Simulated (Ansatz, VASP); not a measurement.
## Pt in two plane-wave programs

Aim: how closely do two programs agree when they are given the same cell, functional and k mesh? Of the first pair: The cell is taken from a series of runs on this material, whose earlier steps may have relaxed, scaled, displaced or heated it; both programs get it as it stands.

Program: Ansatz 0.2.0. Level of theory: plane waves, with VASP 6.6.1 beside it; relaxation of cell and atoms at PBEsol and single point at PBEsol. Results are calculated unless marked as measured.

### 1. The starting structure

Symmetry: Fm-3m, No. 225, cubic system. Conventional cell: a = 3.918 Å, b = 3.918 Å, c = 3.918 Å, α = 90.00°, β = 90.00°, γ = 90.00°. Nearest to Pt lie 12 Pt at 2.77 Å.

### 2. Ansatz: relaxation of cell and atoms, PBEsol

Ansatz runs on its PAW soft_1 files.

The relaxed volume is the usual yardstick between codes: in a stiff, nearly cubic crystal its relative difference is about their pressure difference at one cell divided by the bulk modulus.

The input, input.yaml:

```yaml
crystal:
  lattice:
    - [0.0, 1.9589614443, 1.9589614443]
    - [1.9589614443, 0.0, 1.9589614443]
    - [1.9589614443, 1.9589614443, 0.0]
  atoms:
    - { symbol: Pt, position: [0.0, 0.0, 0.0] }
kpoints:
  mp_grid: { grid: [19, 19, 19] }
scf:
  occupations: { method: fermi_dirac, width: 0.05 }
hamiltonian:
  xc: pbesol
  pseudopotentials: { kind: paw, azcp: { folder: soft_1 }, xc_functional: pbe }
basis:
  ecutwfc: 600
output:
  forces: true
  stress: true
relax:
  f_tol: 0.005
  max_steps: 70
  cell: { stress_tol: 0.02, p_target: 0 }
```

Launch:

```bash
$ ansatz run input.yaml --threads 4 --pin off --max-ram 10240MiB --backend cpu --events-out ev --progress --plain --runs-dir out
```

Numbers of over 12 decimals in the logs are rounded to 6 here.

The log of the run:

```text
Engine: ansatz 0.2.0, aarch64-unknown-linux-gnu
Pseudopotentials: kind: paw
Pseudopotential: Pt, paw, valence charge 18, recommended cutoff 420 eV (normal), soft_1/Pt.paw.azcp
Functional definition: PBEsol
  exchange = pbesol_x
  correlation = pbesol_c
Crystal: 1 atoms, lattice volume = 15.035 Å³
Basis set: ecut = 600 eV, 531 PW (Γ), exchange–correlation on 48×48×48 points (8 copies of the dense FFT grid, shifted against one another)
Bands: 13, of which v1, the nominal top of the filled ones, is band 9 counted from 1 (8 counted from 0)
Symmetry: 48 space group operations
Space group: Fm-3m (ITA 225), of the structure as read, at distance tolerance 2.5e-5 Å
k-points: 220 of 6859
Non-local potential: Pt, projectors of the file, l = 0: 3, l = 1: 2, l = 2: 2, l = 3: 1
PAW form: soft (Blöchl's): semilocal exchange-correlation on the pseudo side does not see the compensation charge
PAW frozen core: Pt, regenerated for the run's functional, and the local potential with it (the file was generated under x = pbe(κ = 0.804, μ = 0.219515), c = pbe(β = 0.066725))
PAW one-centre angular grid: Pt, 590 points (default); XC on 64 Gauss nodes
Initial density: superposition of atomic densities (chi_scale 0.1, normalization cell)
Initial wavefunctions: pseudopotential atomic-orbital guess
Functional: x = pbesol(κ = 0.804, μ = 0.123457), c = pbesol(β = 0.046)
SCF iter   1: F=—  HF=-12385.809939 eV  |F-HF|=—  |Δ(HF+E_count)|=         —  Δρ=9.29e-2  dr2=1.23e0  ethr=3.10e-3  ⟨swp⟩=5.1  Hψ=15625  notcnv=0
preconditioner: auto → none  [metal: Δε(μ)=0.014 eV  Ē_g=13.933 eV  σ=0.050 eV  W_gap=0.07  n_scr=8 (ndim 8)  ℏωp=30.3 eV  f_vac=0.000  D(μ)=1.70/eV (n_scr^D=14)  sad-step TF]
SCF iter   2: F=—  HF=-12385.468465 eV  |F-HF|=—  |Δ(HF+E_count)|=   3.41e-1  Δρ=4.28e-2  dr2=2.44e-1  ethr=3.10e-3  ⟨swp⟩=2.2  Hψ=5653  notcnv=0
SCF iter   3: F=—  HF=-12385.394757 eV  |F-HF|=—  |Δ(HF+E_count)|=   7.37e-2  Δρ=4.85e-3  dr2=1.25e-3  ethr=1.36e-3  ⟨swp⟩=2.0  Hψ=4706  notcnv=0
SCF iter   4: F=—  HF=-12385.395724 eV  |F-HF|=—  |Δ(HF+E_count)|=   9.67e-4  Δρ=1.61e-4  dr2=9.99e-7  ethr=6.97e-6  ⟨swp⟩=2.2  Hψ=4929  notcnv=0
SCF iter   5: F=—  HF=-12385.395732 eV  |F-HF|=—  |Δ(HF+E_count)|=   8.49e-6  Δρ=5.74e-5  dr2=4.29e-7  ethr=5.56e-10  ⟨swp⟩=5.0  Hψ=10567  notcnv=0
SCF iter   6: F=-12385.395732 eV  HF=-12385.395732 eV  |F-HF|=2.52e-9  |Δ(HF+E_count)|=   1.34e-7  Δρ=4.66e-6  dr2=3.11e-9  ethr=5.56e-10  ⟨swp⟩=2.9  Hψ=10443  notcnv=0
SCF 1 converged in 6 iterations: F = -12385.395732 eV  dr2 = 3.11e-9
  greatest PAW one-centre occupation: 1.000 electrons in one spin orbital (limit 2), on the Pt atom at site 0 (counted from 0), in its partial waves of l = 0
relax step   1: F+E_penalty+E_count = -12385.39573232 eV  Δ(F+E_penalty+E_count) = +0.000e0 eV  max|allowed force component| = 0.000e0 eV/Å  Δτ_max = 0.0000 Å  P = -0.003 GPa  Ω = 15.035 Å³  (6 SCF iters, dr2 threshold 1.00e-7 eV, accepted)
Initial density: handed on by an earlier stage of this run
Initial wavefunctions: pseudopotential atomic-orbital guess (no wavefunctions were taken with the density)
iter 1 solved again at ethr=3.44e-8 eV; its pass at ethr=3.10e-3 eV (dr2=6.19e-6 eV) is discarded
SCF iter   1: F=—  HF=-12385.395726 eV  |F-HF|=—  |Δ(HF+E_count)|=         —  Δρ=4.65e-6  dr2=3.07e-9  ethr=3.44e-8  ⟨swp⟩=2.8  Hψ=23194  notcnv=0
preconditioner: auto → none  [metal: Δε(μ)=0.003 eV  Ē_g=14.235 eV  σ=0.050 eV  W_gap=0.02  n_scr=8 (ndim 8)  ℏωp=30.3 eV  f_vac=0.000  D(μ)=2.01/eV (n_scr^D=26)]
SCF iter   2: F=—  HF=-12385.395732 eV  |F-HF|=—  |Δ(HF+E_count)|=   5.91e-6  Δρ=9.69e-7  dr2=1.03e-10  ethr=1.71e-11  ⟨swp⟩=2.0  Hψ=4891  notcnv=0
SCF iter   3: F=—  HF=-12385.395732 eV  |F-HF|=—  |Δ(HF+E_count)|=  2.00e-11  Δρ=2.95e-7  dr2=3.43e-12  ethr=1.00e-12  ⟨swp⟩=2.4  Hψ=3987  notcnv=0
SCF iter   4: F=-12385.395732 eV  HF=-12385.395732 eV  |F-HF|=3.64e-12  |Δ(HF+E_count)|=  5.46e-12  Δρ=3.42e-8  dr2=4.34e-14  ethr=1.00e-12  ⟨swp⟩=4.1  Hψ=9824  notcnv=0
SCF 2 converged in 4 iterations: F = -12385.395732 eV  dr2 = 4.34e-14
relax step   2: F+E_penalty+E_count = -12385.39573232 eV  Δ(F+E_penalty+E_count) = -1.482e-9 eV  max|allowed force component| = 0.000e0 eV/Å  Δτ_max = 0.0000 Å  P = -0.003 GPa  Ω = 15.035 Å³  stress off target by 3.06e-3 GPa  SCF on the basis re-selected at this cell (its energy is not comparable with the rows above)  (4 SCF iters)
basis re-selected at this cell: Δ(F+E_penalty+E_count) = -1.482e-9 eV, ΔP = -0.000 GPa vs the last step (what re-selecting the basis moved, of the pressure what is left beyond the Pulay correction that the steps carried, after the strain that the cell walked since its last selection, with what the two solves' SCF thresholds leave and, on support functions, any second-order correction that the steps lacked; it is no measure of the basis error at this ecutwfc). This SCF's stress stands 3.06e-3 GPa from its target on what of the cell is left free (relax.cell.stress_tol is 2.00e-2 GPa) and its largest allowed force component is 0.00e0 eV/Å (relax.f_tol is 5.00e-3 eV/Å): [rest of the remark cut]
SCF converged after 4 iterations
Free energy (F): -12385.395732 eV
Harris-Foulkes:  -12385.395732 eV  (|F-HF|=3.64e-12)
Internal energy: -12385.379689 eV  (E = F + TS)
E sigma→0 (E₀):  -12385.387711 eV
Entropy (-TS):   -0.016043 eV (-16.043 meV/atom)
Fermi energy:    23.308994 eV
--- Per-component energies (eV) ---
  E_band       = -130.614676
  E_kinetic    = 596.973955
  E_local      = -1422.158307  (includes V_loc(G=0)·N_el)
  E_nonlocal   = 207.079076
  E_hartree    = 539.252082
  E_xc         = -231.151006
  E_vxc        = -271.088011  (∫ρ·V_xc dr)
  E_paw        = -9345.822692  (= ΣΔE_a)
  E_vpaw       = -319.925804  (= ΣTr[D̂ρ^β])
  E_aug_tail   = 0.000250  (compensation charges beyond the density's cutoff)
  E_ewald      = -2729.840079
  E_core_change = 0.287031  (= ΣΔE_core)
  E_smearing   = -0.016043  (= −TS)
  E_closure    = 0.000000  (closes the sum)
  Σ components = -12385.395732   (vs F -12385.395732, Δ=0.00e0)
--- Forces (eV/Å), atoms counted from 1 ---
  atom   1  Pt    -0.00000000    -0.00000000    -0.00000000
  max |Σ_I F_I| component: 2.30e-31 eV/Å
--- Stress (GPa, compression-positive) ---
       -0.003058      -0.000000      -0.000000
        0.000000      -0.003058       0.000000
        0.000000      -0.000000      -0.003058
  P = ⅓ Tr σ = -0.0031 GPa (-0.031 kbar)
--- Relaxed structure (1 steps of the walk, 1 accepted, 1 SCFs on fresh bases) ---
  F+E_penalty+E_count = -12385.39573232 eV   max|allowed force component| = 0.000e0 eV/Å   (the final SCF, on the basis selected at the relaxed cell)
  cell:  # Å, volume = 15.0351 Å³
    - [0.0, 1.9589614443, 1.9589614443]
    - [1.9589614443, 0.0, 1.9589614443]
    - [1.9589614443, 1.9589614443, 0.0]
  atoms:
    - { symbol: Pt, position: [0.0, 0.0, 0.0] }
```

### 3. VASP: relaxation of cell and atoms, PBEsol

The same cell, functional, mesh and smearing now go to VASP, with its own data sets.

Lines of VASP's logs that name or quote its potential files are left out, and so is its time.

The input, INCAR:

```
SYSTEM = Pt
PREC = Accurate
ENCUT = 500
EDIFF = 1E-07
NELM = 120
ISMEAR = -1
SIGMA = 0.05
LREAL = .FALSE.
ALGO = Normal
GGA = PS
NBANDS = 11
LASPH = .TRUE.
LORBIT = 11
LWAVE = .FALSE.
LCHARG = .FALSE.
ISIF = 3
IBRION = 2
NSW = 80
EDIFFG = -0.005
GGA_COMPAT = .FALSE.
NELMIN = 4
KPAR = 2
```

The input, POSCAR:

```
Pt
1.0
    0.0000000000      1.9589614443      1.9589614443
    1.9589614443      0.0000000000      1.9589614443
    1.9589614443      1.9589614443      0.0000000000
Pt
1
Direct
    0.0000000000      0.0000000000      0.0000000000
```

The input, KPOINTS:

```
Automatic mesh
0
Gamma
19 19 19
0 0 0
```

PAW data sets: Pt (PBE family, release 64).

Launch:

```bash
$ mpirun -np 2 vasp_std
```

The log of the run:

```text
[banner, memory and clock lines left out]
running    2 mpi-ranks, on    1 nodes
 distrk:  each k-point on    1 cores,    2 groups
 distr:  one band on    1 cores,    1 groups

 POSCAR found type information on POSCAR Pt
 POSCAR found :  1 types and       1 ions
|                                                                             |
|               ----> ADVICE to this user running VASP <----                  |
|                                                                             |
|     You enforced a specific xc type in the INCAR file but a different       |
|     [... a line on the potential file left out ...]
|     I HOPE YOU KNOW WHAT YOU ARE DOING!                                     |
|                                                                             |

 LDA part: xc-table for (Slater+PW92), standard interpolation
 POSCAR, INCAR and KPOINTS ok, starting setup
 FFT: planning ... GRIDC
 FFT: planning ... GRID_SOFT
 FFT: planning ... GRID
 WAVECAR not read
 entering main loop
       N       E                     dE             d eps       ncg     rms          rms(c)
DAV:   1     0.376187580577E+02    0.37619E+02   -0.52719E+03  4936   0.820E+02
DAV:   2    -0.685168001088E+01   -0.44470E+02   -0.42776E+02  5571   0.173E+02
DAV:   3    -0.742425685580E+01   -0.57258E+00   -0.56786E+00  5629   0.187E+01
DAV:   4    -0.742641038072E+01   -0.21535E-02   -0.21533E-02  5550   0.136E+00
DAV:   5    -0.742642691274E+01   -0.16532E-04   -0.16531E-04  5701   0.109E-01    0.134E+01
DAV:   6    -0.702205197383E+01    0.40437E+00   -0.92492E-01  5221   0.761E+00    0.685E+00
DAV:   7    -0.697664720436E+01    0.45405E-01   -0.16510E-01  5602   0.309E+00    0.256E+00
DAV:   8    -0.697260591493E+01    0.40413E-02   -0.69589E-03  5275   0.761E-01    0.680E-01
DAV:   9    -0.697229496565E+01    0.31095E-03   -0.24994E-04  5383   0.144E-01    0.325E-02
DAV:  10    -0.697229893408E+01   -0.39684E-05   -0.43392E-06  6211   0.148E-02    0.583E-03
DAV:  11    -0.697229911148E+01   -0.17740E-06   -0.52152E-08  4650   0.207E-03    0.135E-03
DAV:  12    -0.697229912089E+01   -0.94130E-08   -0.28496E-09  2843   0.381E-04
   1 F= -.69722991E+01 E0= -.69642526E+01  d E =-.697230E+01
 curvature:   0.00 expect dE= 0.000E+00 dE for cont linesearch  0.000E+00
 trial: gam= 0.00000 g(F)=  0.115E-64 g(S)=  0.159E-03 ort = 0.000E+00 (trialstep = 0.100E+01)
 search vector abs. value=  0.159E-03
 bond charge predicted
       N       E                     dE             d eps       ncg     rms          rms(c)
DAV:   1    -0.697409735258E+01   -0.17982E-02   -0.40520E-02  5074   0.189E+00    0.314E-01
DAV:   2    -0.697225288356E+01    0.18445E-02   -0.49021E-03  5044   0.535E-01    0.122E-01
DAV:   3    -0.697214216302E+01    0.11072E-03   -0.51183E-04  5551   0.164E-01    0.635E-02
DAV:   4    -0.697215025704E+01   -0.80940E-05   -0.20882E-05  5440   0.302E-02    0.290E-03
DAV:   5    -0.697215016694E+01    0.90104E-07   -0.29235E-07  5605   0.483E-03
   2 F= -.69721502E+01 E0= -.69641678E+01  d E =0.148954E-03
 trial-energy change:    0.000149  1 .order    0.000151   -0.000159    0.000461
 step:   0.2601(harm=  0.2564)  dis= 0.00000  next Energy=    -6.972320 (dE=-0.207E-04)
 bond charge predicted
       N       E                     dE             d eps       ncg     rms          rms(c)
DAV:   1    -0.697339187896E+01   -0.12416E-02   -0.22191E-02  5041   0.140E+00    0.229E-01
DAV:   2    -0.697238020631E+01    0.10117E-02   -0.27201E-03  5017   0.398E-01    0.928E-02
DAV:   3    -0.697231891019E+01    0.61296E-04   -0.27534E-04  5562   0.120E-01    0.487E-02
DAV:   4    -0.697232067143E+01   -0.17612E-05   -0.10749E-05  5410   0.216E-02    0.150E-03
DAV:   5    -0.697232070186E+01   -0.30436E-07   -0.14583E-07  5708   0.313E-03
   3 F= -.69723207E+01 E0= -.69642908E+01  d E =-.215810E-04
 curvature:  -0.13 expect dE=-0.308E-07 dE for cont linesearch -0.308E-07
 trial: gam= 0.00000 g(F)=  0.000E+00 g(S)=  0.240E-06 ort =-0.618E-05 (trialstep = 0.852E+00)
 search vector abs. value=  0.241E-06
 reached required accuracy - stopping structural energy minimisation
```

From OUTCAR (step 3):

```text
ion  position               nearest neighbor table
   1  0.000  0.000  0.000-

  LATTYP: Found a face centered cubic cell.
 ALAT       =     3.9179228886

 Subroutine GETGRP returns: Found 48 space group operations
 (whereof 48 operations were pure point group operations)

The static configuration has the point symmetry O_h .

 Found    220 irreducible k-points:

   k-points           NKPTS =    220   k-points in BZ     NKDIM =    220   number of bands    NBANDS=     11

   dimension x,y,z NGX =    20 NGY =   20 NGZ =   20
   dimension x,y,z NGXF=    40 NGYF=   40 NGZF=   40

   ENCUT  =  500.0 eV  36.75 Ry    6.06 a.u.   5.05  5.05  5.05*2*pi/ulx,y,z

   NELECT =      10.0000    total number of electrons

 k-points in reciprocal lattice and weights: Automatic mesh
   0.00000000  0.00000000  0.00000000       0.000
   0.05263158  0.00000000  0.00000000       0.001
   0.10526316  0.00000000  0.00000000       0.001
   0.15789474  0.00000000  0.00000000       0.001
   0.21052632  0.00000000  0.00000000       0.001
   0.26315789  0.00000000  0.00000000       0.001
   0.31578947  0.00000000  0.00000000       0.001
   0.36842105  0.00000000  0.00000000       0.001
   0.42105263  0.00000000  0.00000000       0.001
[...]
-0.31578947  0.47368421  0.21052632       0.003
  -0.26315789  0.47368421  0.21052632       0.003

 average (electrostatic) potential at core
       1 -62.7572

 E-fermi :  11.1678

 k-point     1 :       0.0000    0.0000    0.0000
  band No.  band energies     occupation
    ...
      2       7.3459      2.00000
      3       7.3459      2.00000
      4       7.3459      2.00000
      5       9.5415      2.00000
      6       9.5415      2.00000
      7      25.7904      0.00000
      8      30.7741      0.00000
      9      30.7741      0.00000
     10      30.7741      0.00000
     11      36.0886      0.00000

 k-point     2 :       0.0526    0.0000    0.0000
  band No.  band energies     occupation
    ...
      2       7.2946      2.00000
      3       7.3913      2.00000
      4       7.3913      2.00000
      5       9.5155      2.00000
      6       9.5155      2.00000
      7      25.9674      0.00000
      8      30.1612      0.00000
      9      30.9476      0.00000
     10      30.9476      0.00000
     11      36.7697      0.00000

 k-point     3 :       0.1053    0.0000    0.0000
  band No.  band energies     occupation
    ...
      2       7.1602      2.00000
      3       7.5119      2.00000
      4       7.5119      2.00000
      5       9.4572      2.00000
      6       9.4572      2.00000
      7      26.4553      0.00000
      8      28.8523      0.00000
      9      31.4537      0.00000
     10      31.4537      0.00000
     11      37.7146      0.00000

  Total        0.0012890      0.0012890      0.0012890      0.0000000     -0.0000000     -0.0000000
  in kB        0.1375265      0.1375265      0.1375265      0.0000000     -0.0000000     -0.0000000
  external PRESSURE =       0.1375265 kB  Pullay stress =       0.0000000 kB

  energy-cutoff  :      500.00
  volume of cell :       15.02
      direct lattice vectors                 reciprocal lattice vectors
     0.000000000  1.958147043  1.958147043    -0.255343439  0.255343439  0.255343439
     1.958147043  0.000000000  1.958147043     0.255343439 -0.255343439  0.255343439
     1.958147043  1.958147043  0.000000000     0.255343439  0.255343439 -0.255343439

 POSITION                                       TOTAL-FORCE (eV/Angst)
 -----------------------------------------------------------------------------------
      0.00000      0.00000      0.00000         0.000000      0.000000      0.000000
 -----------------------------------------------------------------------------------
    total drift:                               -0.000000     -0.000000     -0.000000

  FREE ENERGIE OF THE ION-ELECTRON SYSTEM (eV)
  ---------------------------------------------------
  free  energy   TOTEN  =        -6.9723207019 eV

  energy  without entropy=       -6.9562608457  energy(sigma->0) =       -6.96429077

 reached required accuracy - stopping structural energy minimisation

 total charge
# of ion       s       p       d       tot
------------------------------------------
    1        0.636   0.621   8.037   9.294

[... 3 further parts left out ...]
```

### 4. Comparison

Known differences besides the potentials themselves: the data sets hold 18 valence electrons in Ansatz (on its PAW soft_1 files) and 10 in VASP; the cutoff is 600 eV in Ansatz and 500 eV in VASP; Ansatz makes its cores anew for this functional, VASP keeps those of its PBE data sets; Ansatz adds a Pulay correction to the stress that steers its cell, VASP none. Total energies have different zeros and are not compared.

The two programs side by side:

```
                                         quantity  Ansatz   VASP  difference
                                      volume (Å³)   15.04  15.02     +0.12 %
edge a after relaxation, in the typed setting (Å)   2.770  2.769     +0.04 %
```

### 5. Ansatz: relaxation, PBEsol

This run makes the geometry at which the two programs are then compared.

The structure compared here is the end of the Ansatz relaxation.

input.yaml: that of step 2 with these lines changed.

```diff
@@ -22,2 +22,2 @@
   max_steps: 70
-  cell: { stress_tol: 0.02, p_target: 0 }
+  cell: { stress_tol: 0.02, p_target: 5 }
```

Launch:

```bash
$ ansatz run input.yaml --threads 4 --pin off --max-ram 10240MiB --backend cpu --events-out ev --progress --plain --runs-dir out
```

The log of the run:

```text
[...]
Crystal: 1 atoms, lattice volume = 15.035 Å³
Basis set: ecut = 600 eV, 531 PW (Γ), exchange–correlation on 48×48×48 points (8 copies of the dense FFT grid, shifted against one another)
Bands: 13, of which v1, the nominal top of the filled ones, is band 9 counted from 1 (8 counted from 0)
Symmetry: 48 space group operations
[...]
k-points: 220 of 6859
[...]
--- Stress (GPa, compression-positive) ---
        5.012786      -0.000000      -0.000000
       -0.000000       5.012786      -0.000000
       -0.000000      -0.000000       5.012786
  P = ⅓ Tr σ = 5.0128 GPa (50.128 kbar)
--- Relaxed structure (4 steps of the walk, 3 accepted, 1 SCFs on fresh bases) ---
[...]
cell:  # Å, volume = 14.7864 Å³
    - [0, 1.948099, 1.948099]
    - [1.948099, 0, 1.948099]
    - [1.948099, 1.948099, 0]
  atoms:
    - { symbol: Pt, position: [0.0, 0.0, 0.0] }
[key lines of the parts left out:]
SCF converged after 5 iterations
Free energy (F): -12385.391912 eV
Fermi energy:    23.834311 eV
```

(Part 1 of 2 ends here.)

[Lines on the potential files, build, host, timing and source positions are cut from VASP's logs without a mark.]

[Logs are printed without paths, hosts, clocks, repeated set-up lines and the standing remarks that a program may print on its own settings, such as how far it seeks lower states.]

[Hosts, paths, dates, database ids (printed as entryN), source tags and the programs' standing remarks are cut or masked in the printed files.]
